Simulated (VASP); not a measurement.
**MnB: structure and properties in VASP**

Aim: relax MnB, then compute properties on the relaxed cell. The steps: full relaxation (r2SCAN), second relaxation, single point with fields (r2SCAN), band structure (r2SCAN), total and projected DOS (r2SCAN), optical spectrum (r2SCAN), volume scan with r2SCAN and fit for r2SCAN. Left out of this account: 1 further run (core levels: core levels are not valid at this level). The start is a cell from a database of measured crystal structures.

Method: r2SCAN, spin-polarised from a ferromagnetic start; plane waves and PAW (Mn_pv, B), in VASP 6.6.1.

## Step 1: The structure

Before any relaxation, the start is as follows. Symmetry: Pnma, No. 62, orthorhombic system. The conventional cell has a = 5.563 Å, b = 2.977 Å, c = 4.147 Å, α = 90.00°, β = 90.00°, γ = 90.00°. Nearest to Mn lie 7 B at 2.19 to 2.25 Å. B has 2 B at 1.80 Å and 7 Mn at 2.19 to 2.25 Å nearest. Farther neighbours are not listed.

## Step 2: Full relaxation (r2SCAN)

The start need not lie at this functional's minimum. ISIF = 3 frees volume, shape and positions, and EDIFFG sets the threshold on forces and stress at which the search stops. r2SCAN adds the kinetic-energy density, costs more than a GGA and is run with LASPH.

File INCAR:

```
SYSTEM = MnB
PREC = Accurate
ENCUT = 420
EDIFF = 1E-06
NELM = 100
ISMEAR = 0
SIGMA = 0.05
LREAL = .FALSE.
ALGO = Normal
METAGGA = R2SCAN
LASPH = .TRUE.
NBANDS = 54
ISPIN = 2
MAGMOM = 4 4 4 4 0 0 0 0
LMAXMIX = 4
LORBIT = 11
LWAVE = .FALSE.
LCHARG = .FALSE.
KPAR = 4
IBRION = 2
NSW = 60
ISIF = 3
EDIFFG = -0.01
```

File POSCAR:

```
MnB
1.0
    5.5631820000      0.0000000000      0.0000000000
    0.0000000000      2.9768500000      0.0000000000
    0.0000000000      0.0000000000      4.1472430000
Mn B
4 4
Direct
    0.1758800000      0.2500000000      0.1208300000
    0.3241200000      0.7500000000      0.6208300000
    0.6758800000      0.2500000000      0.3791700000
    0.8241200000      0.7500000000      0.8791700000
    0.0341000000      0.2500000000      0.6128000000
    0.4659000000      0.7500000000      0.1128000000
    0.5341000000      0.2500000000      0.8872000000
    0.9659000000      0.7500000000      0.3872000000
```

File KPOINTS:

```
Automatic mesh
0
Gamma
4 7 5
0 0 0
```

Potentials, in the order of the species: Mn_pv and B (PBE family, release 64).

Launch:

```
> mpirun -np 4 vasp_std
```

Output:

```text
[banner, memory and clock lines left out]
running    4 mpi-ranks, on    1 nodes
 distrk:  each k-point on    1 cores,    4 groups
 distr:  one band on    1 cores,    1 groups

 POSCAR found type information on POSCAR MnB
 POSCAR found :  2 types and       8 ions
|                                                                             |
|               ----> ADVICE to this user running VASP <----                  |
|                                                                             |
|     You enforced a specific xc type in the INCAR file but a different       |
|     [... a line on the potential file left out ...]
|     I HOPE YOU KNOW WHAT YOU ARE DOING!                                     |
|                                                                             |

 LDA part: xc-table for (None), standard interpolation
 POSCAR, INCAR and KPOINTS ok, starting setup
 FFT: planning ... GRIDC
 FFT: planning ... GRID_SOFT
 FFT: planning ... GRID
 WAVECAR not read
 entering main loop
       N       E                     dE             d eps       ncg     rms          rms(c)
DAV:   1     0.695083542245E+03    0.69508E+03   -0.29811E+04  7904   0.137E+03
DAV:   2    -0.560451886256E+02   -0.75113E+03   -0.70133E+03  7784   0.432E+02
DAV:   3    -0.112089761730E+03   -0.56045E+02   -0.54057E+02  8374   0.131E+02
DAV:   4    -0.113159380409E+03   -0.10696E+01   -0.10642E+01  8754   0.183E+01
DAV:   5    -0.113171712974E+03   -0.12333E-01   -0.12331E-01  8466   0.202E+00    0.472E+01
DAV:   6    -0.950152048936E+02    0.18157E+02   -0.69001E+01  8716   0.799E+01    0.297E+01
DAV:   7    -0.920234393687E+02    0.29918E+01   -0.20218E+01  8722   0.389E+01    0.107E+01
DAV:   8    -0.922877575702E+02   -0.26432E+00   -0.84640E-01  8570   0.413E+00    0.468E+00
DAV:   9    -0.922693079816E+02    0.18450E-01   -0.17981E-01  8708   0.302E+00    0.138E+00
DAV:  10    -0.922811351039E+02   -0.11827E-01   -0.40048E-02  8300   0.137E+00    0.569E-01
DAV:  11    -0.922841036853E+02   -0.29686E-02   -0.83776E-03  8842   0.449E-01    0.158E-01
DAV:  12    -0.922842797633E+02   -0.17608E-03   -0.44619E-04  8388   0.123E-01    0.866E-02
DAV:  13    -0.922842346257E+02    0.45138E-04   -0.49026E-05  8804   0.457E-02    0.353E-02
DAV:  14    -0.922842229741E+02    0.11652E-04   -0.15737E-05  8046   0.232E-02    0.942E-03
DAV:  15    -0.922842225099E+02    0.46425E-06   -0.15827E-06  6092   0.928E-03
   1 F= -.92284223E+02 E0= -.92283977E+02  d E =-.922842E+02  mag=     8.4601
 curvature:   0.00 expect dE= 0.000E+00 dE for cont linesearch  0.000E+00
 trial: gam= 0.00000 g(F)=  0.672E-02 g(S)=  0.211E+00 ort = 0.000E+00 (trialstep = 0.100E+01)
 search vector abs. value=  0.218E+00
 bond charge predicted
       N       E                     dE             d eps       ncg     rms          rms(c)
DAV:   1    -0.969571229109E+02   -0.46729E+01   -0.49066E+01  8172   0.663E+01    0.222E+01
DAV:   2    -0.934221286937E+02    0.35350E+01   -0.16056E+01  8522   0.424E+01    0.168E+01
DAV:   3    -0.923623257393E+02    0.10598E+01   -0.22058E+00  8680   0.157E+01    0.420E+00
DAV:   4    -0.923251063262E+02    0.37219E-01   -0.14174E-01  8482   0.183E+00    0.178E+00
DAV:   5    -0.922851231596E+02    0.39983E-01   -0.77813E-02  8784   0.196E+00    0.625E-01
DAV:   6    -0.922855480727E+02   -0.42491E-03   -0.13296E-02  8408   0.875E-01    0.218E-01
DAV:   7    -0.922855486468E+02   -0.57410E-06   -0.64030E-04  8404   0.181E-01    0.122E-01
DAV:   8    -0.922856435638E+02   -0.94917E-04   -0.17793E-04  8716   0.687E-02    0.481E-02
DAV:   9    -0.922856237899E+02    0.19774E-04   -0.19418E-05  7946   0.263E-02    0.176E-02
DAV:  10    -0.922856253563E+02   -0.15664E-05   -0.40502E-06  7760   0.111E-02    0.631E-03
DAV:  11    -0.922856274020E+02   -0.20457E-05   -0.68593E-07  4546   0.612E-03    0.170E-03
DAV:  12    -0.922856261660E+02    0.12360E-05   -0.84497E-08  4218   0.213E-03    0.715E-04
DAV:  13    -0.922856259354E+02    0.23061E-06   -0.15517E-08  4134   0.823E-04
   2 F= -.92285626E+02 E0= -.92284833E+02  d E =-.140343E-02  mag=     8.2304
[...]
3 F= -.92338875E+02 E0= -.92337755E+02  d E =-.546520E-01  mag=     8.3821
[...]
4 F= -.92343687E+02 E0= -.92342573E+02  d E =-.481291E-02  mag=     8.3710
[...]
5 F= -.92343978E+02 E0= -.92342856E+02  d E =-.510389E-02  mag=     8.3672
[...]
6 F= -.92344148E+02 E0= -.92343016E+02  d E =-.169241E-03  mag=     8.3603
[...]
7 F= -.92344166E+02 E0= -.92343033E+02  d E =-.187498E-03  mag=     8.3573
[...]
8 F= -.92344090E+02 E0= -.92342962E+02  d E =-.111236E-03  mag=     8.3516
 curvature:  -2.81 expect dE=-0.643E-03 dE for cont linesearch -0.278E-03
 ZBRENT: bracketing found
 ZBRENT: interpolating
 opt :   1.5772  next Energy=   -92.344175 (dE=-0.197E-03)
 bond charge predicted
       N       E                     dE             d eps       ncg     rms          rms(c)
DAV:   1    -0.923436377736E+02    0.45086E-03   -0.14994E-02 11414   0.278E+00    0.122E-01
DAV:   2    -0.923441405785E+02   -0.50280E-03   -0.49452E-03  7938   0.424E-01    0.550E-02
DAV:   3    -0.923441546626E+02   -0.14084E-04   -0.20121E-04  8216   0.118E-01    0.308E-02
DAV:   4    -0.923441531627E+02    0.14999E-05   -0.90336E-06  9178   0.187E-02    0.198E-02
DAV:   5    -0.923441560116E+02   -0.28489E-05   -0.27333E-06  7050   0.245E-02    0.671E-03
DAV:   6    -0.923441553049E+02    0.70667E-06   -0.13740E-06  5542   0.789E-03
   9 F= -.92344155E+02 E0= -.92343023E+02  d E =-.176911E-03  mag=     8.3555
 curvature:  -0.09 expect dE=-0.822E-05 dE for cont linesearch -0.108E-05
 trial: gam= 0.00000 g(F)=  0.179E-04 g(S)=  0.706E-04 ort =-0.598E-04 (trialstep = 0.108E+01)
 search vector abs. value=  0.885E-04
 reached required accuracy - stopping structural energy minimisation
```

The job ended after 35 min (4 MPI ranks of AMD EPYC 7R43, shared host; peak memory 0.95 GiB).

Lines that name or quote the potential files are left out of all logs, and their timing lines are given in words.

OUTCAR, selected parts (step 2):

```text
ion  position               nearest neighbor table
   1  0.176  0.250  0.121-   5 2.19   8 2.19   8 2.19   6 2.20   6 2.20   7 2.22   5 2.25   4 2.66
                             4 2.66   2 2.68   2 2.68   2 2.68   2 2.68   3 2.98   3 2.98
   2  0.324  0.750  0.621-   6 2.19   7 2.19   7 2.19   5 2.20   5 2.20   8 2.22   6 2.25   3 2.66
                             3 2.66   1 2.68   1 2.68   1 2.68   1 2.68   4 2.98   4 2.98
   3  0.676  0.250  0.379-   7 2.19   6 2.19   6 2.19   8 2.20   8 2.20   5 2.22   7 2.25   2 2.66
                             2 2.66   4 2.68   4 2.68   4 2.68   4 2.68   1 2.98   1 2.98
   4  0.824  0.750  0.879-   8 2.19   5 2.19   5 2.19   7 2.20   7 2.20   6 2.22   8 2.25   1 2.66
                             1 2.66   3 2.68   3 2.68   3 2.68   3 2.68   2 2.98   2 2.98
   5  0.034  0.250  0.613-   8 1.80   8 1.80   1 2.19   4 2.19   4 2.19   2 2.20   2 2.20   3 2.22
                             1 2.25
   6  0.466  0.750  0.113-   7 1.80   7 1.80   2 2.19   3 2.19   3 2.19   1 2.20   1 2.20   4 2.22
                             2 2.25
   7  0.534  0.250  0.887-   6 1.80   6 1.80   3 2.19   2 2.19   2 2.19   4 2.20   4 2.20   1 2.22
                             3 2.25
   8  0.966  0.750  0.387-   5 1.80   5 1.80   4 2.19   1 2.19   1 2.19   3 2.20   3 2.20   2 2.22
                             4 2.25

  LATTYP: Found a simple orthorhombic cell.
 ALAT       =     2.9768500000
 B/A-ratio  =     1.3931649227
 C/A-ratio  =     1.8688150226

 Subroutine GETGRP returns: Found  8 space group operations
 (whereof  2 operations were pure point group operations)

The static configuration has the point symmetry S_2 .
 The point group associated with its full space group is D_2h.

 Found     36 irreducible k-points:

   k-points           NKPTS =     36   k-points in BZ     NKDIM =     36   number of bands    NBANDS=     54

   dimension x,y,z NGX =    40 NGY =   20 NGZ =   28
   dimension x,y,z NGXF=    80 NGYF=   40 NGZF=   56

   ENCUT  =  420.0 eV  30.87 Ry    5.56 a.u.   9.30  4.97  6.93*2*pi/ulx,y,z

   NELECT =      64.0000    total number of electrons

 k-points in reciprocal lattice and weights: Automatic mesh
   0.00000000  0.00000000  0.00000000       0.007
   0.25000000  0.00000000  0.00000000       0.014
   0.50000000  0.00000000  0.00000000       0.007
   0.00000000  0.14285714  0.00000000       0.014
   0.25000000  0.14285714  0.00000000       0.029
   0.50000000  0.14285714  0.00000000       0.014
   0.00000000  0.28571429  0.00000000       0.014
   0.25000000  0.28571429  0.00000000       0.029
   0.50000000  0.28571429  0.00000000       0.014
[...]
0.25000000  0.42857143  0.40000000       0.057
   0.50000000  0.42857143  0.40000000       0.029

 average (electrostatic) potential at core
       1 -69.8457       2 -69.8457       3 -69.8457       4 -69.8457       5 -23.7260
       6 -23.7260       7 -23.7260       8 -23.7260

 E-fermi :  10.0081

 spin component 1
 k-point     1 :       0.0000    0.0000    0.0000
  band No.  band energies     occupation
    ...
     33       8.5084      1.00000
     34       8.6599      1.00000
     35       9.1611      1.00000
     36       9.8294      1.00000
     37       9.8592      0.99999
     38      10.0202      0.36603
     39      12.6513      0.00000
     40      13.1690      0.00000
     41      13.4067      0.00000
     42      13.6376      0.00000
    ...

 k-point     2 :       0.2500    0.0000    0.0000
  band No.  band energies     occupation
    ...
     33       8.5783      1.00000
     34       8.7122      1.00000
     35       9.3639      1.00000
     36       9.6858      1.00000
     37       9.9906      0.68946
     38      10.7233      0.00000
     39      12.7672      0.00000
     40      13.0103      0.00000
     41      13.0453      0.00000
     42      13.1177      0.00000
    ...

 k-point     3 :       0.5000    0.0000    0.0000
  band No.  band energies     occupation
    ...
     32       8.4923      1.00000
     33       8.6272      1.00000
     34       8.6272      1.00000
     35       9.3472      1.00000
     36       9.3472      1.00000
     37      11.3729      0.00000
     38      11.3729      0.00000
     39      11.9981      0.00000
     40      11.9981      0.00000
     41      12.9753      0.00000
    ...

 k-point     4 :       0.0000    0.1429    0.0000
  band No.  band energies     occupation
    ...
     32       8.6759      1.00000
     33       8.6818      1.00000
     34       8.7601      1.00000
     35       9.1643      1.00000
     36       9.5015      1.00000
     37      10.4177      0.00000
     38      10.5345      0.00000
     39      12.5619      0.00000
     40      12.6903      0.00000
     41      13.5260      0.00000
    ...

 k-point     5 :       0.2500    0.1429    0.0000
  band No.  band energies     occupation
    ...
     32       8.5769      1.00000
     33       8.7676      1.00000
     34       8.8686      1.00000
     35       9.5704      1.00000
     36       9.7835      1.00000
     37      10.2205      0.00000
     38      10.6298      0.00000
     39      12.5942      0.00000
     40      12.7421      0.00000
     41      13.2455      0.00000
    ...

 k-point     6 :       0.5000    0.1429    0.0000
  band No.  band energies     occupation
    ...
     32       8.6188      1.00000
     33       8.7381      1.00000
     34       8.7381      1.00000
     35       9.6075      1.00000
     36       9.6075      1.00000
     37      10.9686      0.00000
     38      10.9686      0.00000
     39      12.4007      0.00000
     40      12.4007      0.00000
     41      13.0213      0.00000
    ...

  Total        0.0435420      0.0629724      0.0765107      0.0000000      0.0000000      0.0000000
  in kB        1.0492114      1.5174142      1.8436418      0.0000000      0.0000000      0.0000000
  external PRESSURE =       1.4700891 kB  Pullay stress =       0.0000000 kB

  energy-cutoff  :      420.00
  volume of cell :       66.49
      direct lattice vectors                 reciprocal lattice vectors
     5.485494480  0.000000000  0.000000000     0.182298971  0.000000000  0.000000000
     0.000000000  2.955294046 -0.000000000     0.000000000  0.338375804 -0.000000000
     0.000000000  0.000000000  4.101473515     0.000000000  0.000000000  0.243814813

 POSITION                                       TOTAL-FORCE (eV/Angst)
 -----------------------------------------------------------------------------------
      0.96028      0.73882      0.50154         0.007471     -0.000000     -0.005710
      1.78246      2.21647      2.55227        -0.007471     -0.000000     -0.005710
      3.70303      0.73882      1.54920         0.007471      0.000000      0.005710
      4.52521      2.21647      3.59994        -0.007471      0.000000      0.005710
      0.18633      0.73882      2.52800        -0.001299      0.000000      0.001600
      2.55642      2.21647      0.47727         0.001299      0.000000      0.001600
      2.92908      0.73882      3.62421        -0.001299     -0.000000     -0.001600
      5.29916      2.21647      1.57347         0.001299     -0.000000     -0.001600
 -----------------------------------------------------------------------------------
    total drift:                               -0.000000      0.000000      0.000000

  FREE ENERGIE OF THE ION-ELECTRON SYSTEM (eV)
  ---------------------------------------------------
  free  energy   TOTEN  =       -92.3441553049 eV

  energy  without entropy=      -92.3418916081  energy(sigma->0) =      -92.34302346

 reached required accuracy - stopping structural energy minimisation

 total charge
# of ion       s       p       d       tot
------------------------------------------
    1        0.363   6.428   5.214  12.004
    2        0.363   6.428   5.214  12.004
    3        0.363   6.428   5.214  12.004
    4        0.363   6.428   5.214  12.004
    5        0.706   1.250   0.000   1.955
    6        0.706   1.250   0.000   1.955
    7        0.706   1.250   0.000   1.955
    8        0.706   1.250   0.000   1.955
--------------------------------------------------
tot          4.274  30.709  20.856  55.839

 magnetization (x)
# of ion       s       p       d       tot
------------------------------------------
    1        0.004   0.000   2.271   2.275
    2        0.004   0.000   2.271   2.275
    3        0.004   0.000   2.271   2.275
    4        0.004   0.000   2.271   2.275
    5       -0.030  -0.117   0.000  -0.147
    6       -0.030  -0.117   0.000  -0.147
    7       -0.030  -0.117   0.000  -0.147
    8       -0.030  -0.117   0.000  -0.147
--------------------------------------------------
tot         -0.105  -0.468   9.085   8.512

[... 6 further parts left out ...]
```

The magnetic state follows from one typed start and may not be the lowest. The k-mesh is coarse for a metal. SCAN-type functionals tend to overstate the moments of itinerant magnets. The PAW data sets were made with PBE, which is usual practice but a small mismatch for other functionals. The run keeps the 8 symmetry operations of its start, so it cannot find a distortion of lower symmetry.

Relaxation path:

```
step  energy less that of the first step (eV)  largest force (eV/Å)  pressure (GPa)  volume (Å³)
   1                                   0.0000                0.1583           -7.95        68.68
   2                                  -0.0014                0.1815            9.03        64.54
   3                                  -0.0547                0.1787            0.26        66.57
   4                                  -0.0595                0.0408           -0.01        66.55
   5                                  -0.0598                0.0361           -0.07        66.55
   6                                  -0.0599                0.0127            0.02        66.51
   7                                  -0.0599                0.0126            0.00        66.50
   8                                  -0.0599                0.0203            0.21        66.47
   9                                  -0.0599                0.0094            0.15        66.49
```

```
conventional cell, symmetrised  before  after  change
                         a (Å)   5.563  5.485  -1.4 %
                         b (Å)   2.977  2.955  -0.7 %
                         c (Å)   4.147  4.101  -1.1 %
              volume (Å³/atom)    8.59   8.31  -3.2 %
```

The atoms that moved most (Å, as changes of fractional coordinates times the final cell):

```
atom      dx     dy      dz  length
  B6   0.001  0.000   0.015   0.015
  B5  -0.001  0.000   0.015   0.015
  B8   0.001  0.000  -0.015   0.015
  B7  -0.001  0.000  -0.015   0.015
 Mn2   0.005  0.000   0.006   0.007
 Mn3  -0.005  0.000  -0.006   0.007
 Mn4   0.005  0.000  -0.006   0.007
 Mn1  -0.005  0.000   0.006   0.007
```

The relaxed structure:

```xyz
8
Lattice="5.4855 0.0000 0.0000 0.0000 2.9553 0.0000 0.0000 0.0000 4.1015" Properties=species:S:1:pos:R:3 pbc="T T T"
Mn    0.9603    0.7388    0.5015
Mn    1.7825    2.2165    2.5523
Mn    3.7030    0.7388    1.5492
Mn    4.5252    2.2165    3.5999
B     0.1863    0.7388    2.5280
B     2.5564    2.2165    0.4773
B     2.9291    0.7388    3.6242
B     5.2992    2.2165    1.5735
```

This step gave:

```
electrons                                         : 64
bands                                             : 54
irreducible k-points                              : 36
symmetry operations                               : 8
free energy (TOTEN)                               : -92.3442 eV
energy at zero smearing                           : -92.3430 eV
Fermi energy                                      : 10.01 eV
pressure                                          : 0.1470 GPa
moment of the cell, from the last line of the log : 8.355 μB
metallic                                          : yes
SCF cycles over all ionic steps                   : 76
```

Spin moment in the PAW sphere by atom:

```
atom  spin moment in the PAW sphere (μB)
 Mn1                                2.27
 Mn2                                2.27
 Mn3                                2.27
 Mn4                                2.27
  B5                               -0.15
  B6                               -0.15
  B7                               -0.15
  B8                               -0.15
```

It ends with a largest force of 0.009 eV/Å and a pressure of 0.15 GPa. The volume lies -3.2 % from that of the database's start, which holds the thermal and zero-point expansion of its experiment.

[end of part 1 of 6]

[Lines on the potential files, build, host, timing and source positions are cut from VASP's logs without a mark.]

[Logs are printed without paths, hosts, clocks, repeated set-up lines and the standing remarks that a program may print on its own settings, such as how far it seeks lower states.]

[Hosts, paths, dates, database ids (printed as entryN), source tags and the programs' standing remarks are cut or masked in the printed files.]

[A measured line is paired with the nearest computed mode of its activity, which favours agreement.]
